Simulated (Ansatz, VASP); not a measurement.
# MgS (Niningerite) in two plane-wave programs

One calculation is typed for both programs; each brings its own data sets and cutoff. How far apart do they land? The cell is taken from a series of VASP runs on this material, whose earlier steps may have relaxed, scaled or displaced it; both programs get it as it stands.

Method: plane waves, with VASP 6.6.1 beside it; relaxation of cell and atoms at r2SCAN and relaxation of cell and atoms at r2SCAN with rVV10, in Ansatz 0.2.0.

## (1) The structure

Symmetry: Fm-3m, No. 225, cubic system. Conventional cell: a = 5.192 Å, b = 5.192 Å, c = 5.192 Å, α = 90.00°, β = 90.00°, γ = 90.00°. Nearest to S lie 6 Mg at 2.60 Å. Nearest to Mg lie 6 S at 2.60 Å. Farther neighbours and most contacts between anions are not listed.

## (2) VASP: relaxation of cell and atoms, r2SCAN

The relaxed volume is the usual yardstick between codes: its relative difference is about their pressure difference at one cell divided by the bulk modulus.

Lines of VASP's logs that name or quote its potential files are left out, and so is its time.

INCAR

```
SYSTEM = MgS
PREC = Accurate
ENCUT = 450
EDIFF = 1E-06
NELM = 100
ISMEAR = 0
SIGMA = 0.03
LREAL = .FALSE.
ALGO = Normal
METAGGA = R2SCAN
LASPH = .TRUE.
NBANDS = 10
LORBIT = 11
LWAVE = .FALSE.
LCHARG = .FALSE.
KPAR = 4
IBRION = 2
NSW = 50
ISIF = 3
EDIFFG = -0.006
```

POSCAR

```
MgS
1.0
    0.0000000000      2.5962075647      2.5962075647
    2.5962075647      0.0000000000      2.5962075647
    2.5962075647      2.5962075647      0.0000000000
S Mg
1 1
Direct
    0.5000000000      0.5000000000      0.5000000000
    0.0000000000      0.0000000000      0.0000000000
```

KPOINTS

```
Automatic mesh
0
Gamma
8 8 8
0 0 0
```

The projector-augmented-wave data sets are S and Mg (PBE family, release 64).

Command:

```sh
mpirun -np 4 vasp_std
```

Numbers of over 12 decimals in the logs are rounded to 6 here.

The program printed:

```text
[banner, memory and clock lines left out]
running    4 mpi-ranks, on    1 nodes
 distrk:  each k-point on    1 cores,    4 groups
 distr:  one band on    1 cores,    1 groups

 POSCAR found type information on POSCAR S Mg
 POSCAR found :  2 types and       2 ions
|                                                                             |
|               ----> ADVICE to this user running VASP <----                  |
|                                                                             |
|     You enforced a specific xc type in the INCAR file but a different       |
|     [... a line on the potential file left out ...]
|     I HOPE YOU KNOW WHAT YOU ARE DOING!                                     |
|                                                                             |

 LDA part: xc-table for (None), standard interpolation
 POSCAR, INCAR and KPOINTS ok, starting setup
 FFT: planning ... GRIDC
 FFT: planning ... GRID_SOFT
 FFT: planning ... GRID
 WAVECAR not read
 entering main loop
       N       E                     dE             d eps       ncg     rms          rms(c)
DAV:   1     0.110721589064E+02    0.11072E+02   -0.34305E+03   620   0.591E+02
DAV:   2    -0.159376115000E+02   -0.27010E+02   -0.25825E+02   716   0.103E+02
DAV:   3    -0.170917671305E+02   -0.11542E+01   -0.11530E+01   726   0.233E+01
DAV:   4    -0.170981535356E+02   -0.63864E-02   -0.63854E-02   694   0.200E+00
DAV:   5    -0.170982144136E+02   -0.60878E-04   -0.60877E-04   730   0.189E-01    0.465E+00
DAV:   6    -0.155204807864E+02    0.15777E+01   -0.10152E+00   598   0.593E+00    0.467E+00
DAV:   7    -0.155068222780E+02    0.13659E-01   -0.20190E-01   666   0.238E+00    0.260E+00
DAV:   8    -0.155100152314E+02   -0.31930E-02   -0.88225E-03   628   0.718E-01    0.270E-01
DAV:   9    -0.155100152352E+02   -0.38835E-08   -0.70308E-04   700   0.152E-01    0.109E-01
DAV:  10    -0.155100402855E+02   -0.25050E-04   -0.67551E-05   634   0.727E-02    0.311E-02
DAV:  11    -0.155100416406E+02   -0.13551E-05   -0.13662E-06   670   0.101E-02    0.828E-03
DAV:  12    -0.155100406144E+02    0.10262E-05   -0.80009E-08   342   0.184E-03    0.570E-04
DAV:  13    -0.155100405125E+02    0.10196E-06   -0.24207E-08   316   0.939E-04
   1 F= -.15510041E+02 E0= -.15510041E+02  d E =-.155100E+02
 curvature:   0.00 expect dE= 0.000E+00 dE for cont linesearch  0.000E+00
 trial: gam= 0.00000 g(F)=  0.299E-60 g(S)=  0.723E-06 ort = 0.000E+00 (trialstep = 0.100E+01)
 search vector abs. value=  0.723E-06
 reached required accuracy - stopping structural energy minimisation
```

Parts of OUTCAR (step 2):

```text
ion  position               nearest neighbor table
   1  0.500  0.500  0.500-   2 2.60   2 2.60   2 2.60   2 2.60   2 2.60   2 2.60
   2  0.000  0.000  0.000-   1 2.60   1 2.60   1 2.60   1 2.60   1 2.60   1 2.60

  LATTYP: Found a face centered cubic cell.
 ALAT       =     5.1924151294

 Subroutine GETGRP returns: Found 48 space group operations
 (whereof 48 operations were pure point group operations)

The static configuration has the point symmetry O_h .

 Found     29 irreducible k-points:

   k-points           NKPTS =     29   k-points in BZ     NKDIM =     29   number of bands    NBANDS=     10

   dimension x,y,z NGX =    28 NGY =   28 NGZ =   28
   dimension x,y,z NGXF=    56 NGYF=   56 NGZF=   56

   ENCUT  =  450.0 eV  33.07 Ry    5.75 a.u.   6.35  6.35  6.35*2*pi/ulx,y,z

   NELECT =       8.0000    total number of electrons

 k-points in reciprocal lattice and weights: Automatic mesh
   0.00000000  0.00000000  0.00000000       0.002
   0.12500000  0.00000000  0.00000000       0.016
   0.25000000  0.00000000  0.00000000       0.016
   0.37500000  0.00000000  0.00000000       0.016
   0.50000000  0.00000000  0.00000000       0.008
   0.12500000  0.12500000  0.00000000       0.012
   0.25000000  0.12500000  0.00000000       0.047
   0.37500000  0.12500000  0.00000000       0.047
   0.50000000  0.12500000  0.00000000       0.047
[...]
-0.37500000  0.50000000  0.12500000       0.023
  -0.25000000  0.50000000  0.25000000       0.012

 average (electrostatic) potential at core
       1 -88.9850       2 -40.2119

 E-fermi :   3.7521

 k-point     1 :       0.0000    0.0000    0.0000
  band No.  band energies     occupation
      1      -9.6704      2.00000
      2       3.5492      2.00000
      3       3.5492      2.00000
      4       3.5492      2.00000
      5       8.2180      0.00000
      6      12.0758      0.00000
      7      12.0758      0.00000
      8      12.0758      0.00000
      9      14.4976      0.00000
    ...

 k-point     2 :       0.1250    0.0000    0.0000
  band No.  band energies     occupation
      1      -9.5137      2.00000
      2       2.5314      2.00000
      3       3.4422      2.00000
      4       3.4422      2.00000
      5       8.9707      0.00000
      6      11.8120      0.00000
      7      12.3409      0.00000
      8      12.3409      0.00000
      9      13.9148      0.00000
    ...

 k-point     3 :       0.2500    0.0000    0.0000
  band No.  band energies     occupation
      1      -9.0905      2.00000
      2       0.7350      2.00000
      3       3.2081      2.00000
      4       3.2081      2.00000
      5       9.2800      0.00000
      6      11.9840      0.00000
      7      11.9840      0.00000
      8      12.7146      0.00000
      9      14.5311      0.00000
    ...

  Total        0.0031611      0.0031611      0.0031611     -0.0000000     -0.0000000      0.0000000
  in kB        0.1447085      0.1447085      0.1447085     -0.0000000     -0.0000000      0.0000000
  external PRESSURE =       0.1447085 kB  Pullay stress =       0.0000000 kB

  energy-cutoff  :      450.00
  volume of cell :       35.00
      direct lattice vectors                 reciprocal lattice vectors
     0.000000000  2.596207565  2.596207565    -0.192588608  0.192588608  0.192588608
     2.596207565  0.000000000  2.596207565     0.192588608 -0.192588608  0.192588608
     2.596207565  2.596207565  0.000000000     0.192588608  0.192588608 -0.192588608

 POSITION                                       TOTAL-FORCE (eV/Angst)
 -----------------------------------------------------------------------------------
      2.59621      2.59621      2.59621        -0.000000      0.000000      0.000000
      0.00000      0.00000      0.00000         0.000000     -0.000000     -0.000000
 -----------------------------------------------------------------------------------
    total drift:                                0.000000      0.000000      0.000000

  FREE ENERGIE OF THE ION-ELECTRON SYSTEM (eV)
  ---------------------------------------------------
  free  energy   TOTEN  =       -15.5100405125 eV

  energy  without entropy=      -15.5100405125  energy(sigma->0) =      -15.51004051

 reached required accuracy - stopping structural energy minimisation

 total charge
# of ion       s       p       d       tot
------------------------------------------
    1        1.301   2.544   0.000   3.845
    2        0.125   0.125   0.038   0.287
--------------------------------------------------
tot          1.426   2.669   0.038   4.132

[... 3 further parts left out ...]
```

## (3) Ansatz: relaxation of cell and atoms, r2SCAN

Ansatz runs on its default PAW (the set named soft_2) files.

The same cell, functional, mesh and smearing now go to Ansatz, which takes its cutoff from its data sets.

input.yaml

```yaml
crystal:
  lattice:
    - [0.0, 2.5962075647, 2.5962075647]
    - [2.5962075647, 0.0, 2.5962075647]
    - [2.5962075647, 2.5962075647, 0.0]
  atoms:
    - { symbol: S, position: [0.5, 0.5, 0.5] }
    - { symbol: Mg, position: [0.0, 0.0, 0.0] }
hamiltonian:
  xc: r2scan
  pseudopotentials: { kind: paw }
kpoints:
  mp_grid: { grid: [8, 8, 8] }
scf:
  occupations: { method: gaussian, width: 0.03 }
relax:
  f_tol: 0.01
  max_steps: 60
  cell: { stress_tol: 0.05 }
output:
  forces: true
  stress: true
```

Command:

```sh
ansatz run input.yaml --threads 4 --pin off --max-ram 9216MiB --backend cpu --events-out ev --progress --plain --runs-dir out
```

The program printed:

```text
Engine: ansatz 0.2.0, x86_64-unknown-linux-gnu
Pseudopotentials: kind: paw
Pseudopotential: S, paw, valence charge 6, recommended cutoff 500 eV (meta_gga), S.paw.azcp
Pseudopotential: Mg, paw, valence charge 10, recommended cutoff 500 eV (meta_gga), Mg.paw.azcp
Functional definition: r2SCAN
  parameter k0 = 0.174
  parameter k1 = 0.065
  parameter a1 = 4.9479
  exchange = r2scan_x(k0 = k0, k1 = k1, a1 = a1)
  correlation = r2scan_c
Crystal: 2 atoms, lattice volume = 34.998 Å³
Basis set: ecut = 500 eV, 893 PW (Γ), exchange–correlation on 108×108×108 points (64 copies of the dense FFT grid, shifted against one another)
Bands: 12, of which v1, the nominal top of the filled ones, is band 8 counted from 1 (7 counted from 0)
Symmetry: 48 space group operations
Space group: Fm-3m (ITA 225), of the structure as read, at distance tolerance 3.3e-5 Å
k-points: 29 of 512
Non-local potential: S, projectors of the file, l = 0: 2, l = 1: 2, l = 2: 2
Non-local potential: Mg, projectors of the file, l = 0: 3, l = 1: 2, l = 2: 1
PAW form: soft (Blöchl's): semilocal exchange-correlation on the pseudo side does not see the compensation charge
PAW frozen core: S, regenerated for the run's functional (the file was generated under x = pbe(κ = 0.804, μ = 0.219515), c = pbe(β = 0.066725))
PAW frozen core: Mg, regenerated for the run's functional (the file was generated under x = pbe(κ = 0.804, μ = 0.219515), c = pbe(β = 0.066725))
PAW one-centre angular grid: S, 302 points (default); XC on 160 Gauss nodes
PAW one-centre angular grid: Mg, 302 points (default); XC on 224 Gauss nodes
Initial density: superposition of atomic densities (neutral atoms: chi_scale 0, normalization atom), corrected by the library's trained network
Initial wavefunctions: pseudopotential atomic-orbital guess
Functional: x = r2scan, c = r2scan; τ floored in thin density (d = 2e-4 eV/Å³)
SCF iter   1: F=—  HF=-2835.528071 eV  |F-HF|=—  |Δ(HF+E_count)|=         —  Δρ=7.00e-3  dr2=6.52e-3  dr2_τ=7.55e-3  ethr=1.77e-3  ⟨swp⟩=6.0  Hψ=2201  notcnv=0
preconditioner: auto → none  [insulator: Δε(μ)=3.408 eV  Ē_g=12.652 eV  σ=0.030 eV  W_gap=1.00  n_scr=8 (ndim 8)  ℏωp=17.8 eV  f_vac=0.000  D(μ)=0.00/eV (n_scr^D=0)  ε∞_Penn≈3.0]
SCF iter   2: F=—  HF=-2835.575454 eV  |F-HF|=—  |Δ(HF+E_count)|=   4.74e-2  Δρ=2.92e-3  dr2=2.13e-3  dr2_τ=5.37e-5  ethr=4.07e-5  ⟨swp⟩=2.2  Hψ=933  notcnv=0
SCF iter   3: F=—  HF=-2835.575766 eV  |F-HF|=—  |Δ(HF+E_count)|=   3.12e-4  Δρ=8.61e-4  dr2=2.15e-4  dr2_τ=2.13e-5  ethr=1.33e-5  ⟨swp⟩=2.0  Hψ=568  notcnv=0
SCF iter   4: F=—  HF=-2835.575715 eV  |F-HF|=—  |Δ(HF+E_count)|=   5.04e-5  Δρ=1.55e-4  dr2=4.95e-6  dr2_τ=4.51e-7  ethr=1.35e-6  ⟨swp⟩=2.1  Hψ=455  notcnv=0
SCF iter   5: F=—  HF=-2835.575716 eV  |F-HF|=—  |Δ(HF+E_count)|=   1.34e-7  Δρ=1.29e-5  dr2=2.51e-8  dr2_τ=3.62e-9  ethr=3.09e-8  ⟨swp⟩=2.4  Hψ=561  notcnv=0
SCF iter   6: F=-2835.575716 eV  HF=-2835.575716 eV  |F-HF|=6.55e-9  |Δ(HF+E_count)|=   2.09e-8  Δρ=4.83e-6  dr2=7.30e-9  dr2_τ=3.35e-10  ethr=1.57e-10  ⟨swp⟩=2.3  Hψ=1157  notcnv=0
SCF 1 converged in 6 iterations: F = -2835.575716 eV  dr2 = 7.30e-9
  greatest PAW one-centre occupation: 1.000 electrons in one spin orbital (limit 2), on the Mg atom at site 1 (counted from 0), in its partial waves of l = 0
relax step   1: F+E_penalty+E_count = -2835.57571556 eV  Δ(F+E_penalty+E_count) = +0.000e0 eV  max|allowed force component| = 1.890e-30 eV/Å  Δτ_max = 0.0000 Å  P = +0.499 GPa  Ω = 34.998 Å³  (6 SCF iters, dr2 threshold 1.00e-7 eV, accepted)
[...]
relax step   2: F+E_penalty+E_count = -2835.57601092 eV  Δ(F+E_penalty+E_count) = -2.954e-4 eV  max|allowed force component| = 9.203e-31 eV/Å  Δτ_max = 0.0000 Å  P = +0.066 GPa  Ω = 35.186 Å³  energy of the carried Pulay correction = -3.471e-5 eV  (4 SCF iters, dr2 threshold 2.00e-7 eV, accepted)
[...]
relax step   3: F+E_penalty+E_count = -2835.57601157 eV  Δ(F+E_penalty+E_count) = -6.491e-7 eV  max|allowed force component| = 1.233e-30 eV/Å  Δτ_max = 0.0000 Å  P = +0.001 GPa  Ω = 35.215 Å³  energy of the carried Pulay correction = -3.997e-5 eV  (4 SCF iters, dr2 threshold 1.08e-8 eV, accepted)
[...]
relax step   4: F+E_penalty+E_count = -2835.57604393 eV  Δ(F+E_penalty+E_count) = -3.236e-5 eV  max|allowed force component| = 4.273e-31 eV/Å  Δτ_max = 0.0000 Å  P = +0.000 GPa  Ω = 35.215 Å³  stress off target by 2.63e-4 GPa  SCF on the basis re-selected at this cell (its energy is not comparable with the rows above)  (4 SCF iters)
basis re-selected at this cell: Δ(F+E_penalty+E_count) = -3.236e-5 eV, ΔP = -0.000 GPa vs the last step (what re-selecting the basis moved, of the pressure what is left beyond the Pulay correction that the steps carried, after the strain that the cell walked since its last selection, with what the two solves' SCF thresholds leave and, on support functions, any second-order correction that the steps lacked; it is no m [...]
SCF converged after 4 iterations
Free energy (F): -2835.576044 eV
Harris-Foulkes:  -2835.576044 eV  (|F-HF|=1.27e-11)
Internal energy: -2835.576044 eV  (E = F + TS)
E sigma→0 (E₀):  -2835.576044 eV
Fermi energy:    7.891600 eV
--- Per-component energies (eV) ---
  E_band       = -349.365184
  E_kinetic    = 184.898682
  E_local      = -1667.113044  (includes V_loc(G=0)·N_el)
  E_nonlocal   = 123.581852
  E_hartree    = 593.937011
  E_xc         = -120.724033
  E_vxc        = -136.253557  (∫ρ·V_xc dr)
  E_paw        = -906.242173  (= ΣΔE_a)
  E_vpaw       = -49.338585  (= ΣTr[D̂ρ^β])
  E_aug_tail   = -0.000001  (compensation charges beyond the density's cutoff)
  E_vtau       = 6.985413  (kinetic-family band-sum trace: ∫τ·v_τ [+ j·A + Jᵃ·Aᵃ] dr)
  E_ewald      = -1043.778363
  E_core_change = -0.135975  (= ΣΔE_core)
  E_smearing   = -0.000000  (= −TS)
  E_closure    = 0.000000  (closes the sum)
  Σ components = -2835.576044   (vs F -2835.576044, Δ=0.00e0)
--- Forces (eV/Å), atoms counted from 1 ---
  atom   1  S      0.00000000    -0.00000000     0.00000000
  atom   2  Mg     0.00000000    -0.00000000     0.00000000
  max |Σ_I F_I| component: 3.02e-30 eV/Å
--- Stress (GPa, compression-positive) ---
        0.000263      -0.000000      -0.000000
       -0.000000       0.000263      -0.000000
       -0.000000      -0.000000       0.000263
  P = ⅓ Tr σ = 0.0003 GPa (0.003 kbar)
--- Relaxed structure (3 steps of the walk, 3 accepted, 1 SCFs on fresh bases) ---
  F+E_penalty+E_count = -2835.57604393 eV   max|allowed force component| = 4.273e-31 eV/Å   (the final SCF, on the basis selected at the relaxed cell)
  cell:  # Å, volume = 35.2151 Å³
    - [0, 2.601554, 2.601554]
    - [2.601554, 0, 2.601554]
    - [2.601554, 2.601554, 0]
  atoms:
    - { symbol: S, position: [0.5, 0.5, 0.5] }
    - { symbol: Mg, position: [0, 0, 0] }
```

It took 2.1 s on 4 threads of AMD EPYC 7B13 (Zen 3), shared host; peak memory 0.44 GiB; 6.5 s of CPU time.

## (4) Differences

Known differences besides the potentials themselves: VASP keeps PBE cores, Ansatz makes them for the functional; both relaxations stop at a tolerance, which leaves soft axes loose, and VASP keeps its plane-wave basis; the data sets hold 16 valence electrons in Ansatz (default PAW (the set named soft_2) files) and 8 in VASP; the cutoff is 500 eV in Ansatz and 450 eV in VASP; Ansatz adds a Pulay correction to the stress that steers its cell, VASP none. Total energies have different zeros and are not compared.

The two programs side by side:

| quantity | Ansatz | VASP | difference |
| --- | --- | --- | --- |
| volume (Å³) | 35.22 | 35.00 | +0.62 % |
| edge a after relaxation, in the typed setting (Å) | 3.679 | 3.672 | +0.21 % |

The walks stopped with 0.00 GPa left in Ansatz and 0.01 GPa in VASP; each walk ends within a tolerance, so the volume difference is uncertain by about these residues over the bulk modulus, most in soft cells.

(Part 1 of 2 ends here.)

[Lines on the potential files, build, host, timing and source positions are cut from VASP's logs without a mark.]

[Logs are printed without paths, hosts, clocks, repeated set-up lines and the standing remarks that a program may print on its own settings, such as how far it seeks lower states.]

[Hosts, paths, dates, database ids (printed as entryN), source tags and the programs' standing remarks are cut or masked in the printed files.]
